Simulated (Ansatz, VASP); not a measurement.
**Cross-check of HfB2 between VASP and Ansatz**

Wanted: the spread between two codes on one cell, functional and k mesh. The cell is taken from a series of runs on this material, whose earlier steps may have relaxed, scaled, displaced or heated it; both programs get it as it stands.

Method: plane waves, with VASP 6.6.1 beside it; relaxation of cell and atoms at PBE, in Ansatz 0.2.0.

### 1. Set-up

Symmetry: P6/mmm, No. 191, hexagonal system. Conventional cell: a = 3.144 Å, b = 3.144 Å, c = 3.490 Å, α = 90.00°, β = 90.00°, γ = 120.00°. Nearest to Hf lie 12 B at 2.52 Å. B has 3 B at 1.82 Å and 6 Hf at 2.52 Å nearest. Farther neighbours are not listed.

### 2. VASP: relaxation of cell and atoms, PBE

The relaxed volume is the usual yardstick between codes: in a stiff, nearly cubic crystal its relative difference is about their pressure difference at one cell divided by the bulk modulus.

Lines of VASP's logs that name or quote its potential files are left out, and so is its time.

Input file INCAR:

```
SYSTEM = HfB2
PREC = Accurate
ENCUT = 500
EDIFF = 1E-07
NELM = 120
ISMEAR = 1
SIGMA = 0.2
LREAL = .FALSE.
ALGO = Normal
GGA = PE
NBANDS = 14
LASPH = .TRUE.
LORBIT = 11
LWAVE = .FALSE.
LCHARG = .FALSE.
ISIF = 3
IBRION = 2
NSW = 80
EDIFFG = -0.005
GGA_COMPAT = .FALSE.
NELMIN = 4
```

Input file POSCAR:

```
HfB2
1.0
    3.1440680000      0.0000000000      0.0000000000
   -1.5720340000      2.7228430000      0.0000000000
    0.0000000000      0.0000000000      3.4896020000
Hf B
1 2
Direct
    0.0000000000      0.0000000000      0.0000000000
    0.3333333333      0.6666666667      0.5000000000
    0.6666666667      0.3333333333      0.5000000000
```

Input file KPOINTS:

```
Automatic mesh
0
Gamma
12 12 8
0 0 0
```

PAW data sets: Hf_pv and B (PBE family, release 64).

Run with:

```
> mpirun -np 1 vasp_std
```

Numbers of over 12 decimals in the logs are rounded to 6 here.

The log of the run:

```text
[banner, memory and clock lines left out]
running    1 mpi-ranks, on    1 nodes
 distrk:  each k-point on    1 cores,    1 groups
 distr:  one band on    1 cores,    1 groups

 POSCAR found type information on POSCAR HfB
 POSCAR found :  2 types and       3 ions
 LDA part: xc-table for (Slater+PW92), standard interpolation
 POSCAR, INCAR and KPOINTS ok, starting setup
 FFT: planning ... GRIDC
 FFT: planning ... GRID_SOFT
 FFT: planning ... GRID
 WAVECAR not read
 entering main loop
       N       E                     dE             d eps       ncg     rms          rms(c)
DAV:   1     0.278658721544E+02    0.27866E+02   -0.79482E+03  2660   0.105E+03
DAV:   2    -0.272453357161E+02   -0.55111E+02   -0.51750E+02  3452   0.223E+02
DAV:   3    -0.287714010780E+02   -0.15261E+01   -0.15190E+01  3530   0.278E+01
DAV:   4    -0.287784049404E+02   -0.70039E-02   -0.70028E-02  3086   0.233E+00
DAV:   5    -0.287784511903E+02   -0.46250E-04   -0.46245E-04  3572   0.166E-01    0.519E+01
DAV:   6    -0.265183825077E+02    0.22601E+01   -0.35849E+00  3218   0.129E+01    0.382E+01
DAV:   7    -0.264710175803E+02    0.47365E-01   -0.11495E+00  3386   0.756E+00    0.117E+01
DAV:   8    -0.264095042190E+02    0.61513E-01   -0.29864E-01  3176   0.397E+00    0.170E+00
DAV:   9    -0.264047633065E+02    0.47409E-02   -0.24241E-02  3110   0.122E+00    0.385E-01
DAV:  10    -0.264045960081E+02    0.16730E-03   -0.91613E-04  3266   0.249E-01    0.276E-01
DAV:  11    -0.264046036052E+02   -0.75971E-05   -0.61011E-05  3314   0.607E-02    0.110E-01
DAV:  12    -0.264046008104E+02    0.27948E-05   -0.37963E-06  3146   0.152E-02    0.140E-02
DAV:  13    -0.264046009279E+02   -0.11743E-06   -0.31053E-07  3254   0.445E-03    0.141E-03
DAV:  14    -0.264046009396E+02   -0.11709E-07   -0.24144E-08  1492   0.133E-03
   1 F= -.26404601E+02 E0= -.26404759E+02  d E =-.264046E+02
[...]
2 F= -.26404578E+02 E0= -.26404730E+02  d E =0.228419E-04
[...]
3 F= -.26404666E+02 E0= -.26404821E+02  d E =-.647802E-04
[...]
4 F= -.26404666E+02 E0= -.26404821E+02  d E =-.649056E-04
[...]
5 F= -.26404666E+02 E0= -.26404821E+02  d E =-.648679E-04
 curvature:  -0.20 expect dE=-0.101E-05 dE for cont linesearch -0.348E-08
 ZBRENT: accuracy reached
 trial: gam= 0.02667 g(F)=  0.120E-45 g(S)=  0.511E-05 ort =-0.220E-05 (trialstep = 0.891E+00)
 search vector abs. value=  0.519E-05
 bond charge predicted
       N       E                     dE             d eps       ncg     rms          rms(c)
DAV:   1    -0.264046705872E+02   -0.47803E-05   -0.20548E-04  2822   0.111E-01    0.247E-02
DAV:   2    -0.264046688868E+02    0.17004E-05   -0.28656E-06  3266   0.136E-02    0.929E-03
DAV:   3    -0.264046680882E+02    0.79859E-06   -0.63021E-07  3352   0.628E-03    0.371E-03
DAV:   4    -0.264046680115E+02    0.76764E-07   -0.75492E-08  1642   0.224E-03
   6 F= -.26404668E+02 E0= -.26404822E+02  d E =-.220400E-05
 trial-energy change:   -0.000002  1 .order   -0.000002   -0.000005   -0.000000
 step:   0.8996(harm=  0.8996)  dis= 0.00000  next Energy=   -26.404668 (dE=-0.227E-05)
 reached required accuracy - stopping structural energy minimisation
```

Parts of OUTCAR (step 2):

```text
ion  position               nearest neighbor table
   1  0.000  0.000  0.000-   2 2.52   3 2.52   2 2.52   3 2.52   3 2.52   3 2.52   2 2.52   2 2.52
                             3 2.52   3 2.52   2 2.52   2 2.52
   2  0.333  0.667  0.500-   3 1.82   3 1.82   3 1.82   1 2.52   1 2.52   1 2.52   1 2.52   1 2.52
                             1 2.52
   3  0.667  0.333  0.500-   2 1.82   2 1.82   2 1.82   1 2.52   1 2.52   1 2.52   1 2.52   1 2.52
                             1 2.52

  LATTYP: Found a hexagonal cell.
 ALAT       =     3.1440680000
 C/A-ratio  =     1.1099002948

 Subroutine GETGRP returns: Found 24 space group operations
 (whereof 24 operations were pure point group operations)

The static configuration has the point symmetry D_6h.

 Found     95 irreducible k-points:

   k-points           NKPTS =     95   k-points in BZ     NKDIM =     95   number of bands    NBANDS=     14

   dimension x,y,z NGX =    24 NGY =   24 NGZ =   28
   dimension x,y,z NGXF=    48 NGYF=   48 NGZF=   56

   ENCUT  =  500.0 eV  36.75 Ry    6.06 a.u.   5.73  5.73  6.36*2*pi/ulx,y,z

   NELECT =      16.0000    total number of electrons

 k-points in reciprocal lattice and weights: Automatic mesh
   0.00000000  0.00000000  0.00000000       0.001
   0.08333333 -0.00000000  0.00000000       0.005
   0.16666667  0.00000000  0.00000000       0.005
   0.25000000 -0.00000000  0.00000000       0.005
   0.33333333  0.00000000  0.00000000       0.005
   0.41666667 -0.00000000  0.00000000       0.005
   0.50000000 -0.00000000  0.00000000       0.003
   0.08333333  0.08333333  0.00000000       0.005
   0.16666667  0.08333333  0.00000000       0.010
[...]
0.33333333  0.25000000  0.50000000       0.010
   0.33333333  0.33333333  0.50000000       0.002

 average (electrostatic) potential at core
       1 -34.4733       2 -25.1189       3 -25.1189

 E-fermi :   7.5831

 k-point     1 :       0.0000    0.0000    0.0000
  band No.  band energies     occupation
    ...
      4      -6.0922      2.00000
      5       4.6341      2.00000
      6       4.7665      2.00000
      7       4.7665      2.00000
      8       4.8396      2.00000
      9      11.6471      0.00000
     10      11.6471      0.00000
     11      12.2595      0.00000
     12      12.2595      0.00000
     13      12.6321      0.00000
    ...

 k-point     2 :       0.0833   -0.0000    0.0000
  band No.  band energies     occupation
    ...
      4      -5.9426      2.00000
      5       4.3387      2.00000
      6       4.7120      2.00000
      7       4.7563      2.00000
      8       4.7864      2.00000
      9      11.1681     -0.00000
     10      11.5421     -0.00000
     11      11.5986      0.00000
     12      11.8320      0.00000
     13      13.1139      0.00000
    ...

 k-point     3 :       0.1667    0.0000    0.0000
  band No.  band energies     occupation
    ...
      4      -5.5098      2.00000
      5       3.3210      2.00000
      6       4.4037      2.00000
      7       4.7006      2.00000
      8       5.1478      2.00000
      9      10.0717     -0.00000
     10      11.2722     -0.00000
     11      11.3072     -0.00000
     12      11.9685      0.00000
     13      13.5566      0.00000
    ...

  Total        0.0006618      0.0006618      0.0005591      0.0000000      0.0000000      0.0000000
  in kB        0.0355450      0.0355451      0.0300303      0.0000000      0.0000000      0.0000000
  external PRESSURE =       0.0337068 kB  Pullay stress =       0.0000000 kB

  energy-cutoff  :      500.00
  volume of cell :       29.83
      direct lattice vectors                 reciprocal lattice vectors
     3.141783931  0.000000000 -0.000000000     0.318290507  0.183765094 -0.000000000
    -1.570891965  2.720864937 -0.000000000    -0.000000000  0.367530187 -0.000000000
     0.000000000  0.000000000  3.489581608     0.000000000  0.000000000  0.286567306

 POSITION                                       TOTAL-FORCE (eV/Angst)
 -----------------------------------------------------------------------------------
     -1.57089      2.72086      3.48958         0.000000      0.000000      0.000000
     -0.00000      1.81391      1.74479         0.000000      0.000000      0.000000
      1.57089      0.90695      1.74479        -0.000000     -0.000000      0.000000
 -----------------------------------------------------------------------------------
    total drift:                               -0.000000      0.000000      0.000000

  FREE ENERGIE OF THE ION-ELECTRON SYSTEM (eV)
  ---------------------------------------------------
  free  energy   TOTEN  =       -26.4046680115 eV

  energy  without entropy=      -26.4051307411  energy(sigma->0) =      -26.40482225

 reached required accuracy - stopping structural energy minimisation

 total charge
# of ion       s       p       d       tot
------------------------------------------
    1        0.297   6.576   1.830   8.702
    2        0.663   1.273   0.000   1.936
    3        0.663   1.273   0.000   1.936
--------------------------------------------------
tot          1.623   9.122   1.830  12.575

[... 3 further parts left out ...]
```

### 3. Ansatz: relaxation of cell and atoms, PBE

Ansatz runs on its default PAW (the set named soft_2) files.

The same cell, functional, mesh and smearing now go to Ansatz, which takes its cutoff from its data sets.

Input file input.yaml:

```yaml
crystal:
  lattice:
    - [3.1440680884, 0.0, 0.0]
    - [-1.5720340442, 2.7228428358, 0.0]
    - [0.0, 0.0, 3.4896018078]
  atoms:
    - { symbol: Hf, position: [0.0, 0.0, 0.0] }
    - { symbol: B, position: [0.3333333333, 0.6666666667, 0.5] }
    - { symbol: B, position: [0.6666666667, 0.3333333333, 0.5] }
kpoints:
  mp_grid: { grid: [12, 12, 8] }
hamiltonian:
  xc: pbe
scf:
  occupations: { method: methfessel_paxton, width: 0.2 }
output:
  forces: true
  stress: true
  eigenvalues: true
relax:
  adjacent_minimum: "off"
  f_tol: 0.001
  max_steps: 60
  cell: { stress_tol: 0.01 }
```

Run with:

```
> ansatz run input.yaml --threads 4 --pin off --max-ram 8192MiB --backend cpu --events-out ev --progress --plain --runs-dir out
```

The log of the run:

```text
Engine: ansatz 0.2.0, aarch64-unknown-linux-gnu
Pseudopotentials: kind: paw
Pseudopotential: Hf, paw, valence charge 26, recommended cutoff 420 eV (normal), Hf.paw.azcp
Pseudopotential: B, paw, valence charge 3, recommended cutoff 420 eV (normal), B.paw.azcp
Functional definition: PBE
  parameter kappa = 0.804
  parameter beta = 0.066725
  exchange = pbe_x(kappa = kappa, mu = beta*pi^2/3)
  correlation = pbe_c(beta = beta)
Crystal: 3 atoms, lattice volume = 29.874 Å³
Basis set: ecut = 420 eV, 563 PW (Γ), exchange–correlation on 48×48×48 points (8 copies of the dense FFT grid, shifted against one another)
Bands: 20, of which v1, the nominal top of the filled ones, is band 16 counted from 1 (15 counted from 0)
Symmetry: 24 space group operations
Space group: P6/mmm (ITA 191), of the structure as read, at distance tolerance 3.1e-5 Å
k-points: 95 of 1152
Non-local potential: Hf, projectors of the file, l = 0: 3, l = 1: 2, l = 2: 2, l = 3: 3
Non-local potential: B, projectors of the file, l = 0: 2, l = 1: 2, l = 2: 1
PAW form: soft (Blöchl's): semilocal exchange-correlation on the pseudo side does not see the compensation charge
PAW one-centre angular grid: Hf, 590 points (default); XC on 64 Gauss nodes
PAW one-centre angular grid: B, 110 points (default); XC on 64 Gauss nodes
Initial density: superposition of atomic densities (neutral atoms: chi_scale 0, normalization atom), corrected by the library's trained network
Initial wavefunctions: pseudopotential atomic-orbital guess
Functional: x = pbe(κ = 0.804, μ = 0.219515), c = pbe(β = 0.066725)
SCF iter   1: F=—  HF=-16036.219270 eV  |F-HF|=—  |Δ(HF+E_count)|=         —  Δρ=1.70e-3  dr2=1.19e-3  ethr=1.77e-3  ⟨swp⟩=3.7  Hψ=7279  notcnv=0
preconditioner: auto → none  [insulator: Δε(μ)=0.162 eV  Ē_g=17.439 eV  σ=0.200 eV  W_gap=0.53  n_scr=8 (ndim 8)  ℏωp=37.2 eV  f_vac=0.000  D(μ)=0.14/eV (n_scr^D=0)  ε∞_Penn≈5.6]
SCF iter   2: F=—  HF=-16036.218873 eV  |F-HF|=—  |Δ(HF+E_count)|=   3.97e-4  S|Δr|=    0.00e0  Δρ=5.65e-4  dr2=7.61e-5  ethr=3.71e-6  ⟨swp⟩=2.1  Hψ=3458  notcnv=0
SCF iter   3: F=—  HF=-16036.218869 eV  |F-HF|=—  |Δ(HF+E_count)|=   3.71e-6  S|Δr|=    0.00e0  Δρ=2.82e-4  dr2=9.30e-6  ethr=2.38e-7  ⟨swp⟩=2.0  Hψ=3201  notcnv=0
SCF iter   4: F=—  HF=-16036.218868 eV  |F-HF|=—  |Δ(HF+E_count)|=   1.51e-6  S|Δr|=    0.00e0  Δρ=1.23e-4  dr2=1.72e-6  ethr=2.91e-8  ⟨swp⟩=2.0  Hψ=3180  notcnv=0
SCF iter   5: F=—  HF=-16036.218867 eV  |F-HF|=—  |Δ(HF+E_count)|=   6.28e-7  S|Δr|=    0.00e0  Δρ=4.24e-5  dr2=1.31e-7  ethr=5.37e-9  ⟨swp⟩=2.0  Hψ=3415  notcnv=0
SCF iter   6: F=-16036.218867 eV  HF=-16036.218867 eV  |F-HF|=2.66e-9  |Δ(HF+E_count)|=   9.53e-8  S|Δr|=    0.00e0  Δρ=5.68e-6  dr2=2.86e-9  ethr=3.13e-10  ⟨swp⟩=4.4  Hψ=7098  notcnv=0
SCF 1 converged in 6 iterations: F = -16036.218867 eV  dr2 = 2.86e-9
  greatest PAW one-centre occupation: 0.998 electrons in one spin orbital (limit 2), on the Hf atom at site 0 (counted from 0), in its partial waves of l = 0
relax step   1: F+E_penalty+E_count = -16036.21886701 eV  Δ(F+E_penalty+E_count) = +0.000e0 eV  max|allowed force component| = 2.467e-16 eV/Å  Δτ_max = 0.0000 Å  P = +0.005 GPa  Ω = 29.874 Å³  (6 SCF iters, dr2 threshold 1.00e-7 eV, accepted)
[...]
relax step   2: F+E_penalty+E_count = -16036.21886507 eV  Δ(F+E_penalty+E_count) = +1.935e-6 eV  max|allowed force component| = 4.934e-16 eV/Å  Δτ_max = 0.0000 Å  P = -0.009 GPa  Ω = 29.876 Å³  energy of the carried Pulay correction = -2.041e-6 eV  (3 SCF iters, dr2 threshold 1.82e-9 eV, accepted)
[...]
relax step   3: F+E_penalty+E_count = -16036.21886631 eV  Δ(F+E_penalty+E_count) = -1.239e-6 eV  max|allowed force component| = 1.234e-16 eV/Å  Δτ_max = 0.0000 Å  P = -0.001 GPa  Ω = 29.875 Å³  energy of the carried Pulay correction = -9.065e-7 eV  (2 SCF iters, dr2 threshold 1.20e-9 eV, accepted)
[...]
relax step   4: F+E_penalty+E_count = -16036.21886631 eV  Δ(F+E_penalty+E_count) = -9.459e-11 eV  max|allowed force component| = 8.635e-17 eV/Å  Δτ_max = 0.0000 Å  P = -0.001 GPa  Ω = 29.875 Å³  stress off target by 1.46e-3 GPa  SCF on the basis re-selected at this cell (its energy is not comparable with the rows above)  (5 SCF iters)
basis re-selected at this cell: Δ(F+E_penalty+E_count) = -9.459e-11 eV, ΔP = +0.000 GPa vs the last step (what re-selecting the basis moved, of the pressure what is left beyond the Pulay correction that the steps carried, after the strain that the cell walked since its last selection, with what the two solves' SCF thresholds leave and, on support functions, any second-order correction that the steps lacked; it is no  [...]
SCF converged after 5 iterations
Stability not checked: this state was not tested for a lower state beside it, because cold or Methfessel-Paxton smearing, or corrected tetrahedra, fill the levels in a way that the test cannot read (fill_not_monotonic; see scf.lower_state_search)
Free energy (F): -16036.218866 eV
Harris-Foulkes:  -16036.218866 eV  (|F-HF|=0.00e0)
Internal energy: -16036.219425 eV  (E = F + TS)
E sigma→0 (E₀):  -16036.219006 eV
Entropy (-TS):   0.000559 eV (0.186 meV/atom)
Fermi energy:    20.353003 eV
--- Per-component energies (eV) ---
  E_band       = 124.669988
  E_kinetic    = 525.438925
  E_local      = -5290.909476  (includes V_loc(G=0)·N_el)
  E_nonlocal   = -1221.885006
  E_hartree    = 2520.789089
  E_xc         = -366.856595
  E_vxc        = -346.096698  (∫ρ·V_xc dr)
  E_paw        = -7085.339032  (= ΣΔE_a)
  E_vpaw       = 1416.544104  (= ΣTr[D̂ρ^β])
  E_aug_tail   = -0.000007  (compensation charges beyond the density's cutoff)
  E_ewald      = -5117.457323
  E_smearing   = 0.000559  (= −TS)
  E_closure    = -0.000000  (closes the sum)
  Σ components = -16036.218866   (vs F -16036.218866, Δ=0.00e0)
--- Forces (eV/Å), atoms counted from 1 ---
  atom   1  Hf     0.00000000    -0.00000000     0.00000000
  atom   2  B     -0.00000000     0.00000000     0.00000000
  atom   3  B      0.00000000    -0.00000000    -0.00000000
  max |Σ_I F_I| component: 1.85e-17 eV/Å
--- Stress (GPa, compression-positive) ---
       -0.001457      -0.000000       0.000000
       -0.000000      -0.001457       0.000000
        0.000000       0.000000      -0.000414
  P = ⅓ Tr σ = -0.0011 GPa (-0.011 kbar)
--- Band table (eV; the first three rows and the last of 95) ---
  k-point 0: bands = [... 12 lower, 17.3919, 17.5101, 17.5101, 17.6434, 24.3766, 24.3766, 24.9885, 24.9885]
  k-point 1: bands = [... 12 lower, 15.9059, 17.6690, 17.6690, 19.0466, 23.0612, 23.0612, 24.4811, 24.4811]
  k-point 2: bands = [... 12 lower, 14.2714, 18.1276, 18.1276, 20.5326, 21.7841, 21.7841, 23.3097, 23.3097]
  k-point 94: bands = [... 12 lower, 11.3196, 14.9007, 17.2346, 17.2346, 24.7919, 25.7839, 27.2438, 27.2438]
--- Relaxed structure (3 steps of the walk, 3 accepted, 1 SCFs on fresh bases) ---
  F+E_penalty+E_count = -16036.21886631 eV   max|allowed force component| = 8.635e-17 eV/Å   (the final SCF, on the basis selected at the relaxed cell)
  cell:  # Å, volume = 29.8747 Å³
    - [3.144003, 0, 0]
    - [-1.572002, 2.722787, 0]
    - [0, 0, 3.489855]
  atoms:
    - { symbol: Hf, position: [0, 0, 0] }
    - { symbol: B, position: [0.333333, 0.666667, 0.5] }
    - { symbol: B, position: [0.666667, 0.333333, 0.5] }
```

### 4. Differences

Known differences besides the potentials themselves: the data sets hold 32 valence electrons in Ansatz (on its default PAW (the set named soft_2) files) and 16 in VASP; the cutoff is 420 eV in Ansatz and 500 eV in VASP; Ansatz adds a Pulay correction to the stress that steers its cell, VASP none. Total energies have different zeros and are not compared.

The two programs side by side:

```tsv
quantity	Ansatz	VASP	difference
volume (Å³)	29.87	29.83	+0.15 %
edge a after relaxation, in the typed setting (Å)	3.144	3.142	+0.07 %
edge c after relaxation, in the typed setting (Å)	3.490	3.490	+0.01 %
```

### 5. Summary of results

| Quantity | Value |
| --- | --- |
| difference in volume (relaxation of cell and atoms, PBE) | 0.15 % |

What this shows: The difference in volume is 0.15 % (relaxation of cell and atoms, PBE), within the 1.2 % picked in this series as the mark of a large difference, as far as the stopping tolerances let one tell. The data sets hold unlike numbers of valence electrons (32 in Ansatz and 16 in VASP), so part of the differences comes from the potentials. How closely two codes agree says nothing of how well the functional describes the real material.

[Lines on the potential files, build, host, timing and source positions are cut from VASP's logs without a mark.]

[Logs are printed without paths, hosts, clocks, repeated set-up lines and the standing remarks that a program may print on its own settings, such as how far it seeks lower states.]

[Hosts, paths, dates, database ids (printed as entryN), source tags and the programs' standing remarks are cut or masked in the printed files.]
